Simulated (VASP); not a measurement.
All values below come from PBEsol GGA, VASP's PBE PAW potentials (set 64) (plane waves; VASP).

A VASP calculation is set up with these files.

### INCAR
```
SYSTEM = RuAl
PREC = Accurate; ENCUT = 520; LREAL = .FALSE.
LASPH = .TRUE.
EDIFF = 1E-6; NELM = 100; ALGO = Normal
LMAXMIX = 4
ISMEAR = 1; SIGMA = 0.1
GGA = PS
IBRION = 2; NSW = 60; ISIF = 3
EDIFFG = -0.01
LWAVE = .FALSE.; LCHARG = .FALSE.
```

**KPOINTS**
```
Automatic mesh
0
Gamma
11 11 11
0 0 0
```

File POSCAR:
```
RuAl
1
    2.9900000000     0.0000000000     0.0000000000
    0.0000000000     2.9900000000     0.0000000000
    0.0000000000     0.0000000000     2.9900000000
Al Ru
1 1
Direct
  0.5000000000   0.5000000000   0.5000000000
  0.0000000000   0.0000000000   0.0000000000
```

POTCAR, in this order: Al Ru_pv (PBE.64 set). Program: vasp_std.

Output

### OSZICAR
```
       N       E                     dE             d eps       ncg     rms          rms(c)
DAV:   1     0.113926535470E+03    0.11393E+03   -0.93840E+03  1352   0.133E+03
DAV:   2    -0.138547819770E+02   -0.12778E+03   -0.12325E+03  1460   0.350E+02
DAV:   3    -0.162769613608E+02   -0.24222E+01   -0.23432E+01  1608   0.491E+01
DAV:   4    -0.163023144720E+02   -0.25353E-01   -0.25339E-01  1484   0.486E+00
DAV:   5    -0.163029727753E+02   -0.65830E-03   -0.65829E-03  1688   0.721E-01    0.132E+01
DAV:   6    -0.156107997427E+02    0.69217E+00   -0.42623E+00  1412   0.235E+01    0.244E+00
DAV:   7    -0.155278661289E+02    0.82934E-01   -0.31880E-01  1412   0.676E+00    0.207E+00
DAV:   8    -0.155080744804E+02    0.19792E-01   -0.20367E-02  1468   0.129E+00    0.229E-01
DAV:   9    -0.155078724294E+02    0.20205E-03   -0.31468E-04  1604   0.154E-01    0.142E-01
DAV:  10    -0.155078619052E+02    0.10524E-04   -0.34231E-05  1732   0.772E-02    0.104E-02
DAV:  11    -0.155078606387E+02    0.12665E-05   -0.24848E-06  1292   0.210E-02    0.586E-03
DAV:  12    -0.155078602041E+02    0.43461E-06   -0.92024E-08   728   0.358E-03
   1 F= -.15507860E+02 E0= -.15507482E+02  d E =-.155079E+02
       N       E                     dE             d eps       ncg     rms          rms(c)
DAV:   1    -0.159298200234E+02   -0.42196E+00   -0.64456E+00  1380   0.359E+01    0.659E+00
DAV:   2    -0.155346467714E+02    0.39517E+00   -0.24092E+00  1396   0.186E+01    0.233E+00
DAV:   3    -0.155030967473E+02    0.31550E-01   -0.11545E-01  1392   0.404E+00    0.674E-01
DAV:   4    -0.155024867773E+02    0.60997E-03   -0.12004E-02  1380   0.897E-01    0.159E-01
DAV:   5    -0.155025536577E+02   -0.66880E-04   -0.14488E-04  1616   0.112E-01    0.102E-01
DAV:   6    -0.155026086042E+02   -0.54947E-04   -0.52126E-05  1472   0.616E-02    0.107E-02
DAV:   7    -0.155026090385E+02   -0.43427E-06   -0.13992E-06  1336   0.116E-02
   2 F= -.15502609E+02 E0= -.15502218E+02  d E =0.525117E-02
       N       E                     dE             d eps       ncg     rms          rms(c)
DAV:   1    -0.156765527315E+02   -0.17394E+00   -0.24738E+00  1372   0.226E+01    0.351E+00
DAV:   2    -0.155279282454E+02    0.14862E+00   -0.10075E+00  1408   0.119E+01    0.126E+00
DAV:   3    -0.155112634537E+02    0.16665E-01   -0.54484E-02  1404   0.275E+00    0.260E-01
DAV:   4    -0.155111227313E+02    0.14072E-03   -0.44195E-03  1396   0.467E-01    0.643E-02
DAV:   5    -0.155111575064E+02   -0.34775E-04   -0.16940E-04  1608   0.149E-01    0.493E-02
DAV:   6    -0.155111736507E+02   -0.16144E-04   -0.24267E-05  1504   0.524E-02    0.861E-03
DAV:   7    -0.155111736690E+02   -0.18319E-07   -0.17875E-06  1352   0.132E-02
   3 F= -.15511174E+02 E0= -.15510791E+02  d E =-.331346E-02
```

**OUTCAR**
```
------------------------ aborting loop because EDIFF is reached ----------------------------------------
  FORCE on cell =-STRESS in cart. coord.  units (eV):
  Direction    XX          YY          ZZ          XY          YZ          ZX
  --------------------------------------------------------------------------------------
  Total       -0.0030831     -0.0030831     -0.0030831      0.0000000      0.0000000     -0.0000000
  in kB       -0.1873038     -0.1873038     -0.1873038      0.0000000      0.0000000     -0.0000000
  external PRESSURE =      -0.1873038 kB  Pullay stress =       0.0000000 kB
  volume of cell :       26.37
      direct lattice vectors                 reciprocal lattice vectors
     2.976571229  0.000000000 -0.000000000     0.335957020 -0.000000000 -0.000000000
     0.000000000  2.976571229 -0.000000000    -0.000000000  0.335957020 -0.000000000
     0.000000000  0.000000000  2.976571229     0.000000000  0.000000000  0.335957020
 POSITION                                       TOTAL-FORCE (eV/Angst)
 -----------------------------------------------------------------------------------
      1.48829      1.48829      1.48829         0.000000     -0.000000      0.000000
      0.00000      0.00000      0.00000        -0.000000      0.000000      0.000000
 -----------------------------------------------------------------------------------
    total drift:                                0.000000      0.000000      0.000000
  FREE ENERGIE OF THE ION-ELECTRON SYSTEM (eV)
  ---------------------------------------------------
  free  energy   TOTEN  =       -15.5111736690 eV

  energy  without entropy=      -15.5100243110  energy(sigma->0) =      -15.51079055

 reached required accuracy - stopping structural energy minimisation
```
(Selected blocks of OUTCAR.)

CONTCAR:
```
RuAl
   1.00000000000000
     2.9765712287288975    0.0000000000000000   -0.0000000000000000
     0.0000000000000000    2.9765712287288975   -0.0000000000000000
     0.0000000000000000    0.0000000000000000    2.9765712287288975
  Al              Ru
     1     1
Direct
     0.5000000000000000    0.5000000000000000    0.5000000000000000
     0.0000000000000000    0.0000000000000000    0.0000000000000000
```

The compound is RuAl in the CsCl type structure. This run relaxes it. Symmetry was kept, so distortions that lower it aren't found. The electron count is odd and the run is not spin-polarised, which forces a metal.
